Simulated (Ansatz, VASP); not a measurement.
# CaMn2Bi2: VASP beside Ansatz

One calculation is typed for both programs; each brings its own data sets. How far apart do they land? The cell is taken from a series of VASP runs on this material, whose earlier steps may have relaxed, scaled or displaced it; both programs get it as it stands. Valence electrons are named where the data sets of a main pair hold unlike numbers.

Main program and level: Ansatz 0.2.0; plane waves, with VASP 6.6.1 beside it; single point at HSE06.

### Step 1. Set-up

Symmetry: P-3m1, No. 164, trigonal system. Conventional cell: a = 4.626 Å, b = 4.626 Å, c = 7.729 Å, α = 90.00°, β = 90.00°, γ = 120.00°. Nearest to Bi lie 4 Mn at 2.86 to 2.87 Å and 3 Ca at 3.29 Å. Nearest to Mn lie 4 Bi at 2.86 to 2.87 Å. Ca has 6 Bi at 3.29 Å nearest. Farther neighbours are not listed.

### Step 2. Ansatz: single point, HSE06

Ansatz runs on its default PAW (the set named soft_2) files.

A single point gives forces, pressure and levels at one fixed geometry, so differences don't come from the geometry; what else differs is listed under the comparison.

The input, input.yaml:

```yaml
crystal:
  lattice:
    - [4.6263818529, 0.0, 0.0]
    - [-2.3131909265, 4.0065642123, 0.0]
    - [0.0, 0.0, 7.728792]
  atoms:
    - { symbol: Bi, position: [0.3333333333, 0.6666666667, 0.751191] }
    - { symbol: Bi, position: [0.6666666667, 0.3333333333, 0.248809] }
    - { symbol: Mn, position: [0.3333333333, 0.6666666667, 0.379265], spin: 4.8 }
    - { symbol: Mn, position: [0.6666666667, 0.3333333333, 0.620735], spin: 4.8 }
    - { symbol: Ca, position: [0.0, 0.0, 0.0] }
hamiltonian:
  xc: { exchange: pbe, correlation: pbe, exx: { coeff: 0.25, omega: 0.2 } }
  pseudopotentials: { kind: paw }
magnetization:
  spin_polarized: true
kpoints:
  mp_grid: { grid: [5, 5, 3] }
scf:
  occupations: { method: methfessel_paxton, width: 0.15 }
  n_extra_bands: 11
output:
  forces: true
  stress: true
  eigenvalues: true
```

Started as:

```console
ansatz run input.yaml --threads 4 --pin off --max-ram 9216MiB --backend cpu --events-out ev --progress --plain --runs-dir out
```

Numbers of over 12 decimals in the logs are rounded to 6 here.

The program printed:

```text
Warning: the band count 46 (scf.n_extra_bands) hosts the net moment |M| = 9.6000 μB (N_el = 70) but caps the reachable moment at 2·n_bands − N_el = 22.0000 μB, below the 48 bands that the automatic rule leaves for it — a moment growing past the seed, or the majority channel's smearing tail, pins there with fewer empty majority states than that count leaves; raise or omit scf.n_extra_bands unless the cap is intended
Warning: output.stress: scf.convergence.dr2_threshold = 1e-7 eV (the SCF's general default) is looser than the 5e-10 eV advised for a printed stress (1e-10 eV for each atom of the cell: 5). What an SCF threshold leaves in a stress goes as its square root, and in the free energy as the threshold itself, and one threshold admits the most on a small cell: [figures from the program's tests cut] Set scf.convergence.dr2_threshold to 5e-10 eV or tighter. The threshold is an SCF's pass mark: one that does not reach it within its budget of iterations ends unconverged, or closes short of it on a stop that the run arms, and scf.convergence.dr2_threshold's page says what that costs each kind of run
Warning: output.stress: scf.exx.energy_threshold = 1e-6 eV is looser than the 5e-8 eV advised for a stress under a hybrid functional (1e-8 eV for each atom of the cell: 5). Every SCF of the exchange loop can meet its threshold on dr2 while the loop round them stops early: no threshold on dr2 bounds what that leaves in the stress. Set scf.exx.energy_threshold to 5e-8 eV or tighter. The threshold is the loop's pass mark: a loop that does not reach it within its budget of cycles ends unconverged, and scf.exx.energy_threshold's page has the law
scf.n_extra_bands = 11 over 35 filled bands (N_el = 70.0): the run solves 46 bands
Engine: ansatz 0.2.0, aarch64-unknown-linux-gnu
Pseudopotentials: kind: paw
Pseudopotential: Bi, paw, valence charge 15, recommended cutoff 420 eV (normal), Bi.paw.azcp
Pseudopotential: Mn, paw, valence charge 15, recommended cutoff 420 eV (normal), Mn.paw.azcp
Pseudopotential: Ca, paw, valence charge 10, recommended cutoff 420 eV (normal), Ca.paw.azcp
Functional definition: unnamed
  parameter a_1 = 0.25
  parameter omega_1 = 0.2/angstrom
  exchange = pbe_x + (-a_1)*pbe_x_sr(omega_1) + a_1*exact_x_sr(omega_1)
  correlation = pbe_c
Crystal: 5 atoms, lattice volume = 143.260 Å³
Basis set: ecut = 420 eV, 2791 PW (Γ), exchange–correlation on 64×64×108 points (8 copies of the dense FFT grid, shifted against one another)
Bands: 46, of which v1, the nominal top of the filled ones, is band 35 counted from 1 (34 counted from 0)
Symmetry: 12 space group operations
Space group: P-3m1 (ITA 164), of the structure as read, at distance tolerance 5.2e-5 Å
Magnetic group: BNS 164.85 (UNI 1315), of the structure as read, at distance tolerance 5.2e-5 Å
k-points: 12 of 75
Non-local potential: Bi, projectors of the file, l = 0: 2, l = 1: 2, l = 2: 2, l = 3: 2
Non-local potential: Mn, projectors of the file, l = 0: 3, l = 1: 2, l = 2: 3, l = 3: 1
Non-local potential: Ca, projectors of the file, l = 0: 3, l = 1: 2, l = 2: 2
PAW form: soft (Blöchl's): semilocal exchange-correlation on the pseudo side does not see the compensation charge
PAW frozen core: Bi, regenerated for the run's functional, and the local potential with it (the file was generated under x = pbe(κ = 0.804, μ = 0.219515), c = pbe(β = 0.066725))
PAW frozen core: Mn, regenerated for the run's functional, and the local potential with it (the file was generated under x = pbe(κ = 0.804, μ = 0.219515), c = pbe(β = 0.066725))
PAW frozen core: Ca, regenerated for the run's functional, and the local potential with it (the file was generated under x = pbe(κ = 0.804, μ = 0.219515), c = pbe(β = 0.066725))
PAW one-centre angular grid: Bi, 590 points (default); XC on 64 Gauss nodes
PAW one-centre angular grid: Mn, 590 points (default); XC on 64 Gauss nodes
PAW one-centre angular grid: Ca, 110 points (default); XC on 64 Gauss nodes
Initial density: superposition of atomic densities (chi_scale 0.1, normalization cell, long waves kept (reshape's long-wave potential 0.06 eV rms))
Starting moments: Σ|m| = 9.6 μB on 2 of 5 sites
Initial wavefunctions: pseudopotential atomic-orbital guess
Functional: x = pbe(κ = 0.804, μ = 0.219515), c = pbe(β = 0.066725), warm-up for x = pbe(κ = 0.804, μ = 0.219515) + 0.25 (exact − pbe) at short range (hse, ω = 0.2 Å⁻¹), c = pbe(β = 0.066725)
iter 1 solved again at ethr=1.91e-2 eV; its pass at ethr=1.00e-1 eV (dr2=1.34e1 eV) is discarded
SCF iter   1: F=—  HF=-34408.666321 eV  |F-HF|=—  |Δ(HF+E_count)|=         —  Δρ=7.92e-2 (↑2.08e-2 ↓7.92e-2)  dr2=1.31e1  dr2_m=1.74e0  M=7.574 μB ∫|m|=7.942 μB  β_m=0.30  ethr=1.91e-2  ⟨swp⟩=3.0  Hψ=5674  notcnv=0
preconditioner: auto → Kerker (q_TF=auto, 2.421 Å⁻¹)  [metal: Δε(μ)=0.016 eV  Ē_g=12.610 eV  σ=0.150 eV  W_gap=0.09  n_scr=34 (ndim 8)  ℏωp=21.0 eV  f_vac=0.005  D(μ)=10.83/eV (n_scr^D=134)]
spin=Collinear: Kerker preconditioning applied to the charge; magnetization (m = ρ↑ − ρ↓) channel mixes plain (no charge-response kernel on spin).
[...]
SCF iter   3: F=—  HF=-34416.478093 eV  |F-HF|=—  |Δ(HF+E_count)|=   4.53e-9  S|Δr|=    0.00e0  Δρ=2.16e-6 (↑2.16e-6 ↓2.00e-6)  dr2=5.97e-9  dr2_m=4.97e-9  M=9.946 μB ∫|m|=10.032 μB  β_m=0.60  ethr=2.64e-11  ⟨swp⟩=5.9  Hψ=2873  notcnv=0  defer=5
SCF iter   4: F=—  HF=-34416.478093 eV  |F-HF|=—  |Δ(HF+E_count)|=   1.40e-9  S|Δr|=    0.00e0  Δρ=6.47e-7 (↑6.47e-7 ↓3.94e-7)  dr2=3.98e-9  dr2_m=2.67e-10  M=9.946 μB ∫|m|=10.032 μB  β_m=0.65  ethr=8.38e-12  ⟨swp⟩=5.0  Hψ=2825  notcnv=0  defer=3
SCF iter   5: F=—  HF=-34416.478093 eV  |F-HF|=—  |Δ(HF+E_count)|=  5.53e-10  S|Δr|=    0.00e0  Δρ=2.15e-7 (↑1.40e-7 ↓2.15e-7)  dr2=8.89e-10  dr2_m=6.81e-12  M=9.946 μB ∫|m|=10.032 μB  β_m=0.63  ethr=5.51e-12  ⟨swp⟩=4.2  Hψ=2231  notcnv=0  defer=3
SCF iter   6: F=-34416.478093 eV  HF=-34416.478093 eV  |F-HF|=7.28e-12  |Δ(HF+E_count)|=  2.04e-10  S|Δr|=    0.00e0  Δρ=7.06e-8 (↑7.06e-8 ↓6.61e-8)  dr2=2.98e-11  dr2_m=5.02e-12  M=9.946 μB ∫|m|=10.032 μB  ethr=1.74e-12 (applied; sched 1.24e-12)  ⟨swp⟩=3.6  Hψ=2093  notcnv=0  defer=1
SCF 6 converged in 6 iterations: F = -34416.478093 eV  dr2 = 2.98e-11
  Residual-converged pass: ⟨swp⟩=3.1  Hψ=2601  notcnv=0  max |occ|·‖R‖ = 2.7e-7 eV (tolerance 2.7e-7 eV)  dr2=3.05e-11  dr2_m=5.77e-12  dr2_onsite=3.99e-12  max |Δocc| = 5.6e-13
hybrid outer 5: dexx = +4.252e-7 eV, tail = 6.85e-8 eV, Δε = 5.84e-4 eV (about 2.62e-4 eV left of the loop's levels), ΔF = 6.21e-4 eV/Å (tail 1.56e-3)
Exchange kernel: α = 0.2500, screened, ω = 0.2000 Å⁻¹, Wigner–Seitz truncation, v(0) = 1130.3232 eV·Å³, q-mesh 5×5×3, nearest image of the exchange supercell L = 23.13 Å, pair-density grid 24×24×36, without the augmentation charges, whose exchange is taken in its separable form by FFT convolution over the k-point mesh (sized by the pseudopotential files, 27×27×54 at the most), smooth part of the exact exchange by density-matrix convolution
Frozen-core exchange: fock
SCF iter   1: F=—  HF=-34416.478093 eV  |F-HF|=—  |Δ(HF+E_count)|=         —  Δρ=8.57e-7 (↑8.57e-7 ↓4.52e-7)  dr2=4.53e-9  dr2_m=4.32e-10  M=9.946 μB ∫|m|=10.032 μB  β_m=0.30  ethr=4.17e-10  ⟨swp⟩=9.2  Hψ=3682  notcnv=0
SCF iter   2: F=—  HF=-34416.478093 eV  |F-HF|=—  |Δ(HF+E_count)|=   1.01e-8  S|Δr|=    0.00e0  Δρ=6.85e-7 (↑6.85e-7 ↓6.30e-7)  dr2=1.12e-9  dr2_m=4.60e-10  M=9.946 μB ∫|m|=10.032 μB  β_m=0.38  ethr=5.37e-12  ⟨swp⟩=6.5  Hψ=3076  notcnv=0  defer=5
SCF iter   3: F=—  HF=-34416.478093 eV  |F-HF|=—  |Δ(HF+E_count)|=  3.71e-10  S|Δr|=    0.00e0  Δρ=4.89e-7 (↑4.89e-7 ↓4.39e-7)  dr2=2.47e-10  dr2_m=2.49e-10  M=9.946 μB ∫|m|=10.032 μB  β_m=0.59  ethr=2.11e-12 (applied; sched 1.49e-12)  ⟨swp⟩=5.7  Hψ=2726  notcnv=0  defer=10
SCF iter   4: F=-34416.478093 eV  HF=-34416.478093 eV  |F-HF|=7.28e-11  |Δ(HF+E_count)|=  9.46e-11  S|Δr|=    0.00e0  Δρ=1.77e-7 (↑1.77e-7 ↓1.72e-7)  dr2=1.08e-10  dr2_m=3.30e-11  M=9.946 μB ∫|m|=10.032 μB  ethr=1.71e-12 (applied; sched 1.00e-12)  ⟨swp⟩=3.2  Hψ=2078  notcnv=0
SCF 7 converged in 4 iterations: F = -34416.478093 eV  dr2 = 1.08e-10
  Residual-converged pass: ⟨swp⟩=3.4  Hψ=2391  notcnv=0  max |occ|·‖R‖ = 2.6e-7 eV (tolerance 2.7e-7 eV)  dr2=1.10e-10  dr2_m=3.54e-11  dr2_onsite=2.14e-11  max |Δocc| = 1.8e-13
hybrid outer 6: dexx = +3.176e-8 eV, tail = 5.93e-9 eV, Δε = 1.21e-4 eV (about 6.14e-5 eV left of the loop's levels), ΔF = 1.53e-4 eV/Å (tail 2.51e-4)
this state was not tested for a lower state beside it, because the functional holds exact exchange (a hybrid, or Hartree-Fock), whose exchange loop this test does not read (fock_operator); the stability check (scf.self_checks: high) cannot read this state: a pseudopotential is PAW: the check reads norm-conserving sets alone
hybrid SCF converged: 6 outer / 38 inner (+21 warm-up), last move |dexx| = 3.18e-8 eV, tail = 5.93e-9 eV
Magnetization: 9.9457 μB (39.9728 up, 30.0272 down)
Absolute magnetization: 10.0347 μB (∫|ρ↑−ρ↓|, with the PAW one-centre terms)
Spin contamination: 0.0765 ħ² per cell (⟨S²⟩ above its minimum at these occupations)
Per-site moments (μB) at R_I (Å): [(0.0060835, 1.177691), (0.0060835, 1.177691), (4.582496, 1.177691), (4.582496, 1.177691), (0.051694, 1.357643)]
Free energy (F): -34416.478093 eV
Frozen-core exchange: fock
Harris-Foulkes:  -34416.478093 eV  (|F-HF|=7.28e-11)
Internal energy: -34416.477660 eV  (E = F + TS)
E sigma→0 (E₀):  -34416.477985 eV
Entropy (-TS):   -0.000433 eV (-0.087 meV/atom)
Fermi energy:    9.825266 eV
--- Per-component energies (eV) ---
  E_band       = -1184.951932
  E_kinetic    = 1478.901640
  E_local      = -9379.502040  (includes V_loc(G=0)·N_el)
  E_nonlocal   = 1687.704397
  E_hartree    = 3596.514874
  E_xc         = -526.942160
  E_vxc        = -587.557279  (∫ρ·V_xc dr)
  E_exx        = -233.097356  (= α·E_x^exact, valence–valence)
  E_paw        = -24712.196091  (= ΣΔE_a)
  E_vpaw       = -1111.332595  (= ΣTr[D̂ρ^β])
  E_aug_tail   = -0.000909  (compensation charges beyond the density's cutoff)
  E_ewald      = -6327.619307
  E_core_change = -0.240708  (= ΣΔE_core)
  E_smearing   = -0.000433  (= −TS)
  E_closure    = 0.000001  (closes the sum)
  Σ components = -34416.478093   (vs F -34416.478093, Δ=-7.28e-12)
--- Forces (eV/Å), atoms counted from 1 ---
  atom   1  Bi    -0.00000000     0.00000000     0.31211861
  atom   2  Bi     0.00000000    -0.00000000    -0.31211861
  atom   3  Mn    -0.00000000     0.00000000    -0.13720428
  atom   4  Mn     0.00000000    -0.00000000     0.13720428
  atom   5  Ca     0.00000000    -0.00000000     0.00000000
  max |Σ_I F_I| component: 9.25e-18 eV/Å
--- Stress (GPa, compression-positive) ---
        1.873625       0.000000      -0.000000
        0.000000       1.873625       0.000000
        0.000000       0.000000       1.119155
  P = ⅓ Tr σ = 1.6221 GPa (16.221 kbar)
--- Band table (eV; the first three rows and the last of 24) ---
  k-point 0 ↑: bands = [... 31 lower, 3.5118, 3.8126, 3.8126, 4.0574, 8.3735, 8.3735, 9.6531, 9.9902, ... 7 higher]
  k-point 1 ↑: bands = [... 31 lower, 3.6228, 3.8094, 3.8094, 4.7397, 7.7475, 8.6690, 8.6690, 9.4295, ... 7 higher]
  k-point 2 ↑: bands = [... 31 lower, 3.5795, 3.6803, 3.7923, 4.4792, 6.5437, 7.4760, 7.8996, 9.0399, ... 7 higher]
  k-point 11 ↓: bands = [... 31 lower, 10.6043, 10.6894, 10.8739, 11.5217, 11.8353, 11.9702, 12.0593, 12.1890, ... 7 higher]
```

Run time: 2.8 min. Hardware: 4 threads of Arm Neoverse V1, shared host; peak memory 2.9 GiB.

Reading the cycles: dr2 is the Hartree energy of the density residual (eV), the measure of convergence; HF is the Harris–Foulkes estimate of the energy, which meets the free energy F at convergence.

The run ends at a pressure of 1.62 GPa, with forces up to 0.31 eV/Å.

(Continued in part 2 of 2.)

[Lines on the potential files, build, host, timing and source positions are cut from VASP's logs without a mark.]

[Logs are printed without paths, hosts, clocks, repeated set-up lines and the standing remarks that a program may print on its own settings, such as how far it seeks lower states.]

[Hosts, paths, dates, database ids (printed as entryN), source tags and the programs' standing remarks are cut or masked in the printed files.]
